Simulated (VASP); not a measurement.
These are PBE GGA, VASP's PBE PAW potentials (set 64) (plane waves; VASP 6.6.1) values and carry that method's errors.

A VASP calculation is set up with these files.

### INCAR
```
ALGO  =  Normal
EDIFF  =  1E-6
ENCUT  =  400
GGA  =  PE
ISIF  =  2
ISMEAR  =  -1
LASPH  =  .TRUE.
LCHARG  =  .FALSE.
LMAXMIX  =  4
LREAL  =  .FALSE.
LWAVE  =  .FALSE.
NELM  =  100
PREC  =  Accurate
SIGMA  =  0.136
SYSTEM  =  ZrB2
```

KPOINTS:
```
Regular mesh
0
gamma
16 16 12
0 0 0
```

POSCAR:
```
ZrB2
1
    3.1675200000     0.0000000000     0.0000000000
   -1.5837600000     2.7431530000     0.0000000000
    0.0000000000     0.0000000000     3.5523900000
Zr B
1 2
Direct
  0.0000000000   0.0000000000   0.0000000000
  0.3333330000   0.6666670000   0.5000000000
  0.6666670000   0.3333330000   0.5000000000
```

POTCAR, in this order: Zr_sv B (PBE.64 set). Program: vasp_std.

Problem. What does the run give for the energy per atom (σ→0), band gap (on the k-mesh)?

Solution. 
| Quantity | Result |
|---|---|
| energy per atom (σ→0) | -8.326 eV/atom |
| band gap (on the k-mesh) | none (metal, semimetal or under 0.01 eV) |

### OSZICAR
```
...
DAV:   6    -0.250160468230E+02    0.26713E+01   -0.79280E+00  6631   0.198E+01    0.864E+00
DAV:   7    -0.249869208783E+02    0.29126E-01   -0.87675E-01  8373   0.607E+00    0.311E+00
DAV:   8    -0.249879252943E+02   -0.10044E-02   -0.94591E-02  6497   0.282E+00    0.763E-01
DAV:   9    -0.249851079653E+02    0.28173E-02   -0.16861E-02  6978   0.105E+00    0.146E-01
DAV:  10    -0.249850545654E+02    0.53400E-04   -0.89315E-04  6938   0.278E-01    0.424E-02
DAV:  11    -0.249850669458E+02   -0.12380E-04   -0.32719E-05  7459   0.660E-02    0.134E-02
DAV:  12    -0.249850665157E+02    0.43008E-06   -0.18378E-06  5166   0.138E-02
   1 F= -.24985067E+02 E0= -.24976547E+02  d E =-.170382E-01
```

The structure comes from a computed database's ZrB2 entry; how it stands against other phases isn't given here. The cell was not relaxed at this level.
